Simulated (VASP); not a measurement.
# NaLi3H3 in VASP: further runs

The runs below take NaLi3H3 through single point, with PBE+D4.

Program: VASP 6.6.1. These are calculated values, not measurements. Logs are shortened: lines on timing, memory, paths and dates and some standing lists are left out, and cuts for length are marked.

## 1. The slab as given

The cell holds a slab with vacuum, 7 atoms: a = 2.880 Å, b = 2.880 Å, c = 19.073 Å, α = 90.00°, β = 90.00°, γ = 90.00°.

## 2. Single point, PBE+D4

File INCAR:

```
SYSTEM = NaLi3H3
PREC = Accurate
ENCUT = 520
EDIFF = 1E-6
ISMEAR = -1
SIGMA = 0.1
LREAL = .False.
LASPH = .True.
NELM = 100
ALGO = Fast
ISIF = 2
LWAVE = .False.
LCHARG = .False.
LDIPOL = .True.
IDIPOL = 3
DIPOL = 0.5 0.5 0.473
GGA = PE
IVDW = 13
NBANDS = 18
```

File KPOINTS:

```
Automatic mesh
0
Gamma
  5 5 1
  0 0 0
```

File POSCAR:

```
NaLi3H3
1.0
    2.8803990000      0.0000000000      0.0000000000
    0.0000000000      2.8803990000      0.0000000000
    0.0000000000      0.0000000000     19.0734993308
Li H Na
3 3 1
Direct
    0.0000000000      0.0000000000      0.3250583384
    0.5000000000      0.5000000000      0.4318426065
    0.0000000000      1.0000000000      0.5386268745
    0.5000000000      0.5000000000      0.3250583384
    0.0000000000      0.0000000000      0.4318426065
    0.5000000000      0.5000000000      0.5386268745
    0.0000000000      1.0000000000      0.7229024042
```

Potentials or basis: VASP PAW PBE potentials, release 64 (Li_sv, H, Na_pv).

The run is started by

```sh
$ cat potpaw_PBE.64/Li_sv/POTCAR potpaw_PBE.64/H/POTCAR potpaw_PBE.64/Na_pv/POTCAR > POTCAR
$ mpirun -np 1 vasp_std > vasp.out
```

OUTCAR:

```text
SYSTEM = NaLi3H3
   PREC = Accurate
   ENCUT = 520
   EDIFF = 1E-6
   ISMEAR = -1
   LREAL = .False.
   LASPH = .True.
   NELM = 100
   ISIF = 2
   GGA = PE
   IVDW = 13

 ion  position               nearest neighbor table
   1  0.000  0.000  0.325-
   2  0.500  0.500  0.432-
   3  0.000  0.000  0.539-
   4  0.500  0.500  0.325-
   5  0.000  0.000  0.432-
   6  0.500  0.500  0.539-
   7  0.000  0.000  0.723-

  LATTYP: Found a simple tetragonal cell.
 ALAT       =     2.8803990000
 C/A-ratio  =     6.6218254245

  Lattice vectors:

 A1 = (   2.8803990000,   0.0000000000,   0.0000000000)
 A2 = (   0.0000000000,   2.8803990000,   0.0000000000)
 A3 = (   0.0000000000,   0.0000000000,  19.0734993308)

Analysis of symmetry for initial positions (statically):
=====================================================================
 Subroutine PRICEL returns:
 Original cell was already a primitive cell.

 Routine SETGRP: Setting up the symmetry group for a
 simple tetragonal supercell.

 Subroutine GETGRP returns: Found  8 space group operations
 (whereof  8 operations were pure point group operations)
 out of a pool of 16 trial point group operations.

The static configuration has the point symmetry C_4v.

Analysis of symmetry for dynamics (positions and initial velocities):
=====================================================================
 Subroutine PRICEL returns:
 Original cell was already a primitive cell.

 Routine SETGRP: Setting up the symmetry group for a
 simple tetragonal supercell.

 Subroutine GETGRP returns: Found  8 space group operations
 (whereof  8 operations were pure point group operations)
 out of a pool of 16 trial point group operations.

The dynamic configuration has the point symmetry C_4v.

 Subroutine INISYM returns: Found  8 space group operations
 (whereof  8 operations are pure point group operations),
 and found     1 'primitive' translations

----------------------------------------------------------------------------------------

                                     Primitive cell

  volume of cell :     158.2471

  direct lattice vectors                    reciprocal lattice vectors
     2.880399000  0.000000000  0.000000000     0.347174124  0.000000000  0.000000000
     0.000000000  2.880399000  0.000000000     0.000000000  0.347174124  0.000000000
     0.000000000  0.000000000 19.073499331     0.000000000  0.000000000  0.052428764

  length of vectors
     2.880399000  2.880399000 19.073499331     0.347174124  0.347174124  0.052428764

  position of ions in fractional coordinates (direct lattice)
     0.000000000  0.000000000  0.325058338
     0.500000000  0.500000000  0.431842606
     0.000000000  0.000000000  0.538626874
     0.500000000  0.500000000  0.325058338
     0.000000000  0.000000000  0.431842606
     0.500000000  0.500000000  0.538626874
     0.000000000  0.000000000  0.722902404

  ion indices of the primitive-cell ions
   primitive index   ion index
                 1           1
                 2           2
                 3           3
                 4           4
                 5           5
                 6           6
                 7           7

----------------------------------------------------------------------------------------

 KPOINTS: Automatic mesh

Automatic generation of k-mesh.
 Grid dimensions read from file:
 generate k-points for:    5    5    1

 Generating k-lattice:

  Cartesian coordinates                     Fractional coordinates (reciprocal lattice)
     0.069434825  0.000000000  0.000000000     0.200000000  0.000000000  0.000000000
     0.000000000  0.069434825  0.000000000     0.000000000  0.200000000  0.000000000
     0.000000000  0.000000000  0.052428764     0.000000000  0.000000000  1.000000000

  Length of vectors
     0.069434825  0.069434825  0.052428764

  Shift w.r.t. Gamma in fractional coordinates (k-lattice)
     0.000000000  0.000000000  0.000000000

 Subroutine IBZKPT returns following result:
 ===========================================

 Found      6 irreducible k-points:

 Following reciprocal coordinates:
            Coordinates               Weight
  0.000000  0.000000  0.000000      1.000000
  0.200000  0.000000  0.000000      4.000000
  0.400000  0.000000  0.000000      4.000000
  0.200000  0.200000  0.000000      4.000000
  0.400000  0.200000  0.000000      8.000000
  0.400000  0.400000  0.000000      4.000000
   k-points           NKPTS =      6   k-points in BZ     NKDIM =      6   number of bands    NBANDS=     18
   number of dos      NEDOS =    301   number of ions     NIONS =      7
   total plane-waves  NPLWV =  82944
   dimension x,y,z NGX =    24 NGY =   24 NGZ =  144
   dimension x,y,z NGXF=    48 NGYF=   48 NGZF=  288
   ions per type =               3   3   1
   NGX,Y,Z   is equivalent  to a cutoff of  13.85, 13.85, 12.55 a.u.
   NGXF,Y,Z  is equivalent  to a cutoff of  27.70, 27.70, 25.10 a.u.
 SYSTEM =  NaLi3H3
   PREC   = accura    normal or accurate (medium, high low for compatibility)
   ISTART =      0    job   : 0-new  1-cont  2-samecut
   ICHARG =      2    charge: 1-file 2-atom 10-const
   ISPIN  =      1    spin polarized calculation?
   LNONCOLLINEAR =      F non collinear calculations
   LSORBIT =      F    spin-orbit coupling
   LASPH  =      T    aspherical Exc in radial PAW
   ENCUT  =  520.0 eV  38.22 Ry    6.18 a.u.   5.36  5.36 35.46*2*pi/ulx,y,z
   NELM   =    100;   NELMIN=  2; NELMDL= -5     # of ELM steps
   EDIFF  = 0.1E-05   stopping-criterion for ELM
   LREAL  =      F    real-space projection
   EDIFFG = 0.1E-04   stopping-criterion for IOM
   NSW    =      0    number of steps for IOM
   IBRION =     -1    ionic relax: 0-MD 1-quasi-New 2-CG
   NFREE  =      0    steps in history (QN), initial steepest desc. (CG)
   ISIF   =      2    stress and relaxation
   ISYM   =      2    0-nonsym 1-usesym 2-fastsym
   POTIM  = 0.5000    time-step for ionic-motion
   TEBEG  =    0.0;   TEEND  =   0.0 temperature during run
   PSTRESS=    0.0 pullay stress
   NELECT =      19.0000    total number of electrons
   NUPDOWN=      -1.0000    fix difference up-down
   EMIN   =  10.00;   EMAX   =-10.00  energy-range for DOS
   EFERMI =   0.00;   METHOD = LEGACY
   ISMEAR =    -1;   SIGMA  =   0.10  broadening in eV -4-tet -1-fermi 0-gaus
   EFERMI_NEDOS =   21; number of points for ismear=-14 and -15
   IALGO  =     68    algorithm
   IMIX   =      4    mixing-type and parameters
     AMIX     =   0.40;   BMIX     =  1.00
     AMIX_MAG =   1.60;   BMIX_MAG =  1.00
  volume/ion in A,a.u.               =      22.61       152.56
  Fermi-wavevector in a.u.,A,eV,Ry     =   0.807633  1.526205  8.874690  0.652271
  Thomas-Fermi vector in A             =   1.916289
   LORBIT       =      0    0 simple, 1 ext, 2 COOP (PROOUT), +10 PAW based schemes
   GGA     = PE    functional components
   LHFCALC =     F    Hartree Fock is set to
   AEXX    =    0.0000 exact exchange contribution
   IVDW    =    13    specifies the selected vdW correction
   LEPSILON=     F    determine dielectric tensor
   LRPA    =     F    only Hartree local field effects (RPA)
 non-spin polarized calculation
 RMM-DIIS sequential band-by-band and
  energy-cutoff  :      520.00
  volume of cell :      158.25
 maximum number of plane-waves:      4293
 NGX is ok and might be reduce to    24
   NGX = 11   NGY = 11   NGZ = 71

 dipolmoment           0.000000      0.000000     -0.000133 electrons x Angstroem

 number of electron      18.9999984 magnetization

 dipolmoment           0.000000      0.000000      0.004288 electrons x Angstroem

 Free energy of the ion-electron system (eV)
  ---------------------------------------------------
  ext. energy  EPLUGINS =         0.00000000
  ---------------------------------------------------
  free energy    TOTEN  =       -18.77958830 eV

  energy without entropy =      -18.75415878  energy(sigma->0) =      -18.76687354

 E-fermi :  -0.5483     XC(G=0):  -4.8425

 val. band max:       -0.6569800600   @ k =   0.4000   0.0000   0.0000
 cond. band min:      -0.5385579216   @ k =   0.0000   0.0000   0.0000
 fundamental gap:      0.1184221384
 Fermi energy:        -0.5483037020

 k-point     1 :       0.0000    0.0000    0.0000
  band No.  band energies     occupation
      1     -46.8424      2.00000
      2     -46.7904      2.00000
      3     -46.3913      2.00000
      4     -26.0968      2.00000
      5     -26.0008      2.00000
      6     -26.0008      2.00000
      7      -6.9402      2.00000
      8      -5.6784      2.00000
      9      -3.9998      2.00000
     10      -3.1791      2.00000
     11      -0.5386      0.95131
     12       1.2149      0.00000
     13       1.6792      0.00000
     14       3.3830      0.00000
     15       3.5363      0.00000
     16       6.5821      0.00000
     17       9.0050      0.00000
     18       9.0058      0.00000

 k-point     2 :       0.2000    0.0000    0.0000
  band No.  band energies     occupation
      1     -46.8379      2.00000
      2     -46.7858      2.00000
      3     -46.3870      2.00000
      4     -26.0875      2.00000
      5     -26.0761      2.00000
      6     -25.9943      2.00000
      7      -6.4968      2.00000
      8      -5.2990      2.00000
      9      -3.6823      2.00000
     10      -2.6046      2.00000
     11       0.0936      0.00326
     12       1.5120      0.00000
     13       2.3485      0.00000
     14       3.7608      0.00000
     15       4.1205      0.00000
     16       5.8343      0.00000
     17       5.9932      0.00000
     18       7.7545      0.00000

 k-point     3 :       0.4000    0.0000    0.0000
  band No.  band energies     occupation
      1     -46.8305      2.00000
      2     -46.7785      2.00000
      3     -46.3801      2.00000
      4     -26.1960      2.00000
      5     -26.0726      2.00000
      6     -25.9837      2.00000
      7      -5.2829      2.00000
      8      -4.5157      2.00000
      9      -3.8736      2.00000
     10      -0.6570      1.49554
     11       1.7330      0.00000
     12       2.6562      0.00000
     13       2.8119      0.00000
     14       3.4760      0.00000
     15       4.3594      0.00000
     16       4.6910      0.00000
     17       4.8529      0.00000
     18       5.9484      0.00000

 k-point     4 :       0.2000    0.2000    0.0000
  band No.  band energies     occupation
      1     -46.8335      2.00000
      2     -46.7815      2.00000
      3     -46.3828      2.00000
      4     -26.0787      2.00000
      5     -26.0719      2.00000
      6     -26.0636      2.00000
      7      -6.0225      2.00000
      8      -4.8738      2.00000
      9      -3.3535      2.00000
     10      -1.9365      2.00000
     11       0.7491      0.00000
     12       2.1712      0.00000
     13       3.0501      0.00000
     14       4.4601      0.00000
     15       4.6180      0.00000
     16       4.8560      0.00000
     17       6.2243      0.00000
     18       7.8787      0.00000

 k-point     5 :       0.4000    0.2000    0.0000
  band No.  band energies     occupation
      1     -46.8264      2.00000
      2     -46.7744      2.00000
      3     -46.3759      2.00000
      4     -26.1848      2.00000
      5     -26.0643      2.00000
      6     -26.0541      2.00000
      7      -4.7323      2.00000
      8      -3.9663      2.00000
      9      -3.3254      2.00000
     10       0.0215      0.00669
     11       2.2848      0.00000
     12       3.0574      0.00000
     13       3.2522      0.00000
     14       3.8647      0.00000
     15       4.4637      0.00000
     16       4.9485      0.00000
     17       5.3210      0.00000
     18       6.4180      0.00000

 k-point     6 :       0.4000    0.4000    0.0000
  band No.  band energies     occupation
      1     -46.8198      2.00000
      2     -46.7678      2.00000
      3     -46.3691      2.00000
      4     -26.1682      2.00000
      5     -26.1651      2.00000
      6     -26.0507      2.00000
      7      -3.2707      2.00000
      8      -2.6849      2.00000
      9      -2.2594      2.00000
     10       1.7999      0.00000
     11       1.9439      0.00000
     12       3.1240      0.00000
     13       3.4249      0.00000
     14       3.8466      0.00000
     15       4.6790      0.00000
     16       5.2269      0.00000
     17       5.5667      0.00000
     18       5.8720      0.00000

------------------------ aborting loop because EDIFF is reached ----------------------------------------

 vacuum level on the upper side and lower side of the slab       (xc-potential included)        -0.991        -0.836

  DFT-D4 for vdW energy calculation

  Edisp (eV):   -0.34484

  FORCE on cell =-STRESS in cart. coord.  units (eV):
  Direction    XX          YY          ZZ          XY          YZ          ZX
  --------------------------------------------------------------------------------------
  -------------------------------------------------------------------------------------
  Total      -0.20311    -0.20311    -0.74835     0.00000    -0.00000     0.00000
  in kB      -2.05643    -2.05643    -7.57665     0.00000    -0.00000     0.00000
  external pressure =       -3.90 kB  Pullay stress =        0.00 kB

 VOLUME and BASIS-vectors are now :
 -----------------------------------------------------------------------------
  energy-cutoff  :      520.00
  volume of cell :      158.25
      direct lattice vectors                 reciprocal lattice vectors
     2.880399000  0.000000000  0.000000000     0.347174124  0.000000000  0.000000000
     0.000000000  2.880399000  0.000000000     0.000000000  0.347174124  0.000000000
     0.000000000  0.000000000 19.073499331     0.000000000  0.000000000  0.052428764

 POSITION                                       TOTAL-FORCE (eV/Angst)
 -----------------------------------------------------------------------------------
      0.00000      0.00000      6.20000        -0.000000     -0.000000      0.222670
      1.44020      1.44020      8.23675        -0.000000      0.000000     -0.022652
      0.00000      0.00000     10.27350         0.000000      0.000000     -0.238512
      1.44020      1.44020      6.20000        -0.000000      0.000000     -0.049644
      0.00000      0.00000      8.23675         0.000000      0.000000      0.008477
      1.44020      1.44020     10.27350        -0.000000     -0.000000      0.075393
      0.00000      0.00000     13.78828        -0.000000      0.000000      0.004268
 -----------------------------------------------------------------------------------
    total drift:                                0.000000      0.000000      0.001344

  FREE ENERGIE OF THE ION-ELECTRON SYSTEM (eV)
  ---------------------------------------------------
  free  energy   TOTEN  =       -19.1244256623 eV

  energy  without entropy=      -19.0989961508  energy(sigma->0) =      -19.11171091

 vacuum level on the upper side and lower side of the slab         1.258         1.409
```

Wall time 3.1 min (1 thread of Intel Xeon Platinum 8375C at 2.90GHz (Ice Lake), shared host); peak memory 0.26 GiB.

Results:

```yaml
Free_energy: -19.1244 eV
Largest_force: 0.239 eV/Å
Band_gap_on_the_k_mesh: none (metal or under the smearing width)
Dispersion_energy_per_atom: -0.049 eV
```

Forces on the atoms (eV/Å):
```
Li   0.000  0.000  0.223
Li   0.000  0.000 -0.023
Li   0.000  0.000 -0.239
H    0.000  0.000 -0.050
H    0.000  0.000  0.008
H    0.000  0.000  0.075
Na   0.000  0.000  0.004
```

Levels at points of the mesh, in eV from the Fermi level:
```csv
k point,band 7,band 8,band 9,band 10,band 11,band 12,band 13,band 14
"(0.00, 0.00, 0.00)",-6.39,-5.13,-3.45,-2.63,0.01,1.76,2.23,3.93
```

Caveat: the k mesh is coarse (spacing up to 0.44 Å⁻¹), so the values aren't converged; the cutoff is under 1.25 times the usual one of these potentials, so pressure, stress and relaxed cells hold a basis-set (Pulay) error.

(Continued in part 2 of 2.)
